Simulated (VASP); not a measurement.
An input for Quantum ESPRESSO's pw.x (written as the equivalent of a VASP run, and not itself run):

```
&CONTROL
  calculation = 'scf'
  pseudo_dir = './pseudo'
  outdir = './out'
  tprnfor = .true.
  tstress = .true.
/
&SYSTEM
  ibrav = 0
  nat = 2
  ntyp = 2
  ecutwfc = 102
  occupations = 'smearing'
  smearing = 'gaussian'
  degauss = 0.003675
  input_dft = 'vdw-df-cx'
/
&ELECTRONS
  conv_thr = 7.3e-09
  electron_maxstep = 100
/
ATOMIC_SPECIES
  Cd 112.414 Cd.upf
  Se 78.971 Se.upf
CELL_PARAMETERS angstrom
     0.0000000    2.9969266    2.9969266
     2.9969266    0.0000000    2.9969266
     2.9969266    2.9969266    0.0000000
ATOMIC_POSITIONS crystal
  Cd   0.0000000  0.0000000  0.0000000
  Se   0.2500000  0.2500000  0.2500000
K_POINTS automatic
  8 8 8 0 0 0
```

Write the VASP files for the same calculation (vdW-DF-cx).

This is not unique; one that fits is 
### INCAR
```
SYSTEM = CdSe
PREC = Accurate
ENCUT = 520
EDIFF = 1E-7
NELM = 100
ALGO = Normal
LREAL = .FALSE.
LASPH = .TRUE.
ISMEAR = 0
SIGMA = 0.05
GGA = CX
LUSE_VDW = .TRUE.
AGGAC = 0.0
LMAXMIX = 4
LWAVE = .FALSE.
LCHARG = .FALSE.
ISIF = 2
```

File KPOINTS:
```
Automatic mesh
0
Gamma
8 8 8
0 0 0
```

### POSCAR
```
CdSe
1
    0.0000000000     2.9969265993     2.9969265993
    2.9969265993     0.0000000000     2.9969265993
    2.9969265993     2.9969265993     0.0000000000
Cd Se
1 1
Direct
  0.0000000000   0.0000000000   0.0000000000
  0.2500000000   0.2500000000   0.2500000000
```

POTCAR, in this order: Cd Se (PBE.64 set). Program: vasp_std.

What does not carry over: the potentials are each code's own (VASP's PAW set, PseudoDojo norm-conserving files in pw.x), so ENCUT and ecutwfc are chosen apart and not converted; conv_thr bounds pw.x's estimated SCF error, while EDIFF bounds the energy change between steps.

The compound is CdSe in the zinc blende structure, whereas wurtzite is the usual form. This cell is one point of a volume scan, at 0.94 of the reference volume.
